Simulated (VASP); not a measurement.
## A vacancy on the Hf site in HfB2

Wanted: what a vacancy on the Hf site costs in HfB2 and how the lattice relaxes round it. The start is a cell from a database of measured crystal structures.

Method: LDA; plane waves and PAW (Hf, B), in the first sound run; inputs show where later runs differ, in VASP 6.6.1.

## (1) The host crystal

It takes space group P6/mmm (No. 191, hexagonal). Conventional cell: a = 3.140 Å, b = 3.140 Å, c = 3.480 Å, α = 90.00°, β = 90.00°, γ = 120.00°. Nearest to Hf lie 12 B at 2.51 Å. B has 3 B at 1.81 Å and 6 Hf at 2.51 Å nearest. Farther neighbours are not listed.

## (2) Relaxing the host crystal

The later steps need the crystal at this functional's own lattice; a raised cutoff keeps the stress reliable while the cell changes.

Contents of INCAR:

```
SYSTEM = HfB2
PREC = Accurate
ENCUT = 420
EDIFF = 1E-06
NELM = 120
ISMEAR = 0
SIGMA = 0.05
LREAL = .FALSE.
ALGO = Normal
GGA = CA
NBANDS = 11
LASPH = .TRUE.
LORBIT = 11
LWAVE = .FALSE.
LCHARG = .FALSE.
KPAR = 4
IBRION = 2
NSW = 40
ISIF = 3
EDIFFG = -0.02
POTIM = 0.4
```

Contents of POSCAR:

```
HfB2
1.0
    3.1400000000      0.0000000000      0.0000000000
   -1.5700000000      2.7193197679      0.0000000000
    0.0000000000      0.0000000000      3.4800000000
Hf B
1 2
Direct
    0.0000000000      0.0000000000      0.0000000000
    0.6666666667      0.3333333333      0.5000000000
    0.3333333333      0.6666666667      0.5000000000
```

Contents of KPOINTS:

```
Automatic mesh
0
Gamma
7 7 6
0 0 0
```

The projector-augmented-wave data sets are Hf and B (LDA family, release 64).

Command:

```
> mpirun -np 4 vasp_std
```

The log of the run:

```text
[banner, memory and clock lines left out]
running    4 mpi-ranks, on    1 nodes
 distrk:  each k-point on    1 cores,    4 groups
 distr:  one band on    1 cores,    1 groups

 POSCAR found type information on POSCAR HfB
 POSCAR found :  2 types and       3 ions
 LDA part: xc-table for (Slater(with rela. corr.)+CA(PZ))
 , standard interpolation
 POSCAR, INCAR and KPOINTS ok, starting setup
 FFT: planning ... GRIDC
 FFT: planning ... GRID_SOFT
 FFT: planning ... GRID
 WAVECAR not read
 entering main loop
       N       E                     dE             d eps       ncg     rms          rms(c)
DAV:   1    -0.155322372123E+01   -0.15532E+01   -0.39073E+03   704   0.660E+02
DAV:   2    -0.306653960691E+02   -0.29112E+02   -0.28160E+02   965   0.117E+02
DAV:   3    -0.314921339085E+02   -0.82674E+00   -0.82149E+00   973   0.178E+01
DAV:   4    -0.314961215237E+02   -0.39876E-02   -0.39853E-02   981   0.121E+00
DAV:   5    -0.314961289042E+02   -0.73805E-05   -0.73811E-05   948   0.466E-02    0.204E+01
DAV:   6    -0.292191934920E+02    0.22769E+01   -0.49612E+00   890   0.113E+01    0.103E+01
DAV:   7    -0.290287215189E+02    0.19047E+00   -0.85815E-01   948   0.508E+00    0.262E+00
DAV:   8    -0.290004466239E+02    0.28275E-01   -0.90898E-02   868   0.163E+00    0.614E-01
DAV:   9    -0.289975556574E+02    0.28910E-02   -0.12854E-02   858   0.597E-01    0.212E-01
DAV:  10    -0.289974125016E+02    0.14316E-03   -0.15227E-03   834   0.212E-01    0.552E-02
DAV:  11    -0.289973660129E+02    0.46489E-04   -0.95541E-05   883   0.600E-02    0.201E-02
DAV:  12    -0.289973642330E+02    0.17799E-05   -0.14287E-05   940   0.210E-02    0.722E-03
DAV:  13    -0.289973641728E+02    0.60227E-07   -0.48950E-07   434   0.445E-03
   1 F= -.28997364E+02 E0= -.28997076E+02  d E =-.289974E+02
 curvature:   0.00 expect dE= 0.000E+00 dE for cont linesearch  0.000E+00
 trial: gam= 0.00000 g(F)=  0.228E-48 g(S)=  0.120E+00 ort = 0.000E+00 (trialstep = 0.100E+01)
 search vector abs. value=  0.120E+00
 bond charge predicted
       N       E                     dE             d eps       ncg     rms          rms(c)
DAV:   1    -0.290129600128E+02   -0.15596E-01   -0.10898E+00   704   0.102E+01    0.312E+00
DAV:   2    -0.290035069115E+02    0.94531E-02   -0.15229E-02   970   0.750E-01    0.184E+00
DAV:   4    -0.289999634315E+02    0.13620E-03   -0.31529E-04   902   0.982E-02    0.201E-02
DAV:   5    -0.289999649975E+02   -0.15660E-05   -0.80231E-06   848   0.219E-02    0.768E-03
DAV:   6    -0.289999650028E+02   -0.52746E-08   -0.77257E-07   538   0.442E-03
   2 F= -.28999965E+02 E0= -.28999677E+02  d E =-.260083E-02
[...]
3 F= -.29029119E+02 E0= -.29028832E+02  d E =-.317552E-01
[...]
4 F= -.29029114E+02 E0= -.29028826E+02  d E =-.317494E-01
 curvature:  -0.24 expect dE=-0.609E-04 dE for cont linesearch -0.630E-05
 ZBRENT: accuracy reached
 trial: gam= 0.01688 g(F)=  0.361E-48 g(S)=  0.254E-03 ort =-0.178E-02 (trialstep = 0.905E+00)
 search vector abs. value=  0.228E-03
 bond charge predicted
       N       E                     dE             d eps       ncg     rms          rms(c)
DAV:   1    -0.290292553251E+02   -0.14093E-03   -0.28309E-03   766   0.375E-01    0.393E-02
DAV:   2    -0.290292341669E+02    0.21158E-04   -0.85768E-05   950   0.569E-02    0.226E-02
DAV:   3    -0.290292317034E+02    0.24635E-05   -0.68275E-06   951   0.154E-02    0.110E-02
DAV:   4    -0.290292312577E+02    0.44573E-06   -0.67486E-07   433   0.512E-03
   5 F= -.29029231E+02 E0= -.29028943E+02  d E =-.117732E-03
 trial-energy change:   -0.000118  1 .order   -0.000119   -0.000203   -0.000035
 step:   1.0977(harm=  1.0977)  dis= 0.00000  next Energy=   -29.029236 (dE=-0.123E-03)
 reached required accuracy - stopping structural energy minimisation
```

Run time: 3.2 s. Hardware: 4 MPI ranks of Intel Xeon 6975P-C (Granite Rapids), shared host; peak memory 0.52 GiB.

The logs omit lines about the potential files and the build; timing stands in the text.

From OUTCAR (step 2):

```text
ion  position               nearest neighbor table
   1  0.000  0.000  0.000-   2 2.51   3 2.51   2 2.51   3 2.51   2 2.51   2 2.51   3 2.51   3 2.51
                             2 2.51   2 2.51   3 2.51   3 2.51
   2  0.667  0.333  0.500-   3 1.81   3 1.81   3 1.81   1 2.51   1 2.51   1 2.51   1 2.51   1 2.51
                             1 2.51
   3  0.333  0.667  0.500-   2 1.81   2 1.81   2 1.81   1 2.51   1 2.51   1 2.51   1 2.51   1 2.51
                             1 2.51

  LATTYP: Found a hexagonal cell.
 ALAT       =     3.1400000000
 C/A-ratio  =     1.1082802548

 Subroutine GETGRP returns: Found 24 space group operations
 (whereof 24 operations were pure point group operations)

The static configuration has the point symmetry D_6h.

 Found     32 irreducible k-points:

   k-points           NKPTS =     32   k-points in BZ     NKDIM =     32   number of bands    NBANDS=     11

   dimension x,y,z NGX =    24 NGY =   24 NGZ =   24
   dimension x,y,z NGXF=    48 NGYF=   48 NGZF=   48

   ENCUT  =  420.0 eV  30.87 Ry    5.56 a.u.   5.25  5.25  5.82*2*pi/ulx,y,z

   NELECT =      10.0000    total number of electrons

 k-points in reciprocal lattice and weights: Automatic mesh
   0.00000000  0.00000000  0.00000000       0.003
   0.14285714  0.00000000  0.00000000       0.020
   0.28571429  0.00000000  0.00000000       0.020
   0.42857143  0.00000000  0.00000000       0.020
   0.14285714  0.14285714  0.00000000       0.020
   0.28571429  0.14285714  0.00000000       0.041
   0.42857143  0.14285714  0.00000000       0.020
   0.28571429  0.28571429  0.00000000       0.020
   0.00000000  0.00000000  0.16666667       0.007
[...]
0.42857143  0.14285714  0.50000000       0.020
   0.28571429  0.28571429  0.50000000       0.020

 average (electrostatic) potential at core
       1 -32.4946       2 -29.4834       3 -29.4834

 E-fermi :   8.0914

 k-point     1 :       0.0000    0.0000    0.0000
  band No.  band energies     occupation
      1      -5.4778      2.00000
      2       5.2068      2.00000
      3       5.3161      2.00000
      4       5.3161      2.00000
      5       5.5985      2.00000
      6      12.4397      0.00000
      7      12.4397      0.00000
      8      13.1195      0.00000
      9      13.1195      0.00000
     10      13.4488      0.00000
    ...

 k-point     2 :       0.1429    0.0000    0.0000
  band No.  band energies     occupation
      1      -5.0505      2.00000
      2       4.2346      2.00000
      3       5.2056      2.00000
      4       5.2975      2.00000
      5       5.6158      2.00000
      6      11.1285      0.00000
      7      12.1204      0.00000
      8      12.1408      0.00000
      9      12.8279      0.00000
     10      14.4483      0.00000
    ...

 k-point     3 :       0.2857    0.0000    0.0000
  band No.  band energies     occupation
      1      -3.8745      2.00000
      2       2.1582      2.00000
      3       4.5307      2.00000
      4       5.1131      2.00000
      5       5.9263      2.00000
      6      10.6946      0.00000
      7      11.5551      0.00000
      8      11.7927      0.00000
      9      12.5985      0.00000
     10      14.7537      0.00000
    ...

  Total        0.0385682      0.0385682      0.0081566      0.0000000     -0.0000000     -0.0000000
  in kB        2.1562190      2.1562190      0.4560076      0.0000000     -0.0000000     -0.0000000
  external PRESSURE =       1.5894818 kB  Pullay stress =       0.0000000 kB

  energy-cutoff  :      420.00
  volume of cell :       28.66
      direct lattice vectors                 reciprocal lattice vectors
     3.104552638 -0.000000000  0.000000000     0.322107600  0.185968910  0.000000000
    -1.552276319  2.688621452  0.000000000     0.000000000  0.371937819  0.000000000
     0.000000000 -0.000000000  3.433354469    -0.000000000 -0.000000000  0.291260343

 POSITION                                       TOTAL-FORCE (eV/Angst)
 -----------------------------------------------------------------------------------
      0.00000      0.00000      0.00000         0.000000      0.000000     -0.000000
      1.55228      0.89621      1.71668         0.000000     -0.000000     -0.000000
     -0.00000      1.79241      1.71668        -0.000000      0.000000      0.000000
 -----------------------------------------------------------------------------------
    total drift:                                0.000000     -0.000000      0.000000

  FREE ENERGIE OF THE ION-ELECTRON SYSTEM (eV)
  ---------------------------------------------------
  free  energy   TOTEN  =       -29.0292312577 eV

  energy  without entropy=      -29.0286555034  energy(sigma->0) =      -29.02894338

 reached required accuracy - stopping structural energy minimisation

 total charge
# of ion       s       p       d       tot
------------------------------------------
    1        0.485   0.758   2.634   3.878
    2        0.669   1.316   0.000   1.986
    3        0.669   1.316   0.000   1.986
--------------------------------------------------
tot          1.824   3.391   2.634   7.849

[... 3 further parts left out ...]
```

The k-mesh is coarse for a metal. The data set Hf keeps the semicore shell frozen, which is cheaper and a little less accurate. The run keeps the 24 symmetry operations of its start, so it cannot find a distortion of lower symmetry.

The steps of the relaxation:

```
step  energy less that of the first step (eV)  largest force (eV/Å)  pressure (GPa)  volume (Å³)
   1                                   0.0000                0.0000           -9.52        29.71
   2                                  -0.0026                0.0000           10.22        27.74
   3                                  -0.0318                0.0000           -0.05        28.68
   4                                  -0.0317                0.0000            0.15        28.66
   5                                  -0.0319                0.0000            0.16        28.66
```

```
conventional cell, symmetrised  before  after  change
                         a (Å)   3.140  3.105  -1.1 %
                         b (Å)   3.140  3.105  -1.1 %
                         c (Å)   3.480  3.433  -1.3 %
              volume (Å³/atom)    9.90   9.55  -3.6 %
```

The relaxed structure:

```cif
data_structure
_symmetry_space_group_name_H-M 'P 1'
_symmetry_Int_Tables_number 1
_cell_length_a 3.1046
_cell_length_b 3.1046
_cell_length_c 3.4334
_cell_angle_alpha 90.000
_cell_angle_beta 90.000
_cell_angle_gamma 120.000
_cell_volume 28.66
loop_
_atom_site_label
_atom_site_type_symbol
_atom_site_fract_x
_atom_site_fract_y
_atom_site_fract_z
_atom_site_occupancy
Hf1 Hf 0.00000 0.00000 0.00000 1
B2 B 0.66667 0.33333 0.50000 1
B3 B 0.33333 0.66667 0.50000 1
```

Numbers from this step:

```yaml
electronic_cycles: 30
electrons: 10
free_energy_toten: -29.03 eV
energy_at_zero_smearing: -29.03 eV
fermi_energy: 8.091 eV
labelled_metallic_from_the_levels_on_this_mesh: yes
```

The run ended after 5 ionic steps, 0.032 eV below its first step, once forces and stress met EDIFFG = -0.02.

(Part 1 of 5 ends here.)

[Lines on the potential files, build, host, timing and source positions are cut from VASP's logs without a mark.]

[Logs are printed without paths, hosts, clocks, repeated set-up lines and the standing remarks that a program may print on its own settings, such as how far it seeks lower states.]

[Hosts, paths, dates, database ids (printed as entryN), source tags and the programs' standing remarks are cut or masked in the printed files.]

[In band tables of VASP the shares of atoms and orbitals are scaled to a sum of 1 inside the atoms' spheres.]

[Runs that stopped without an error message from VASP are left out.]
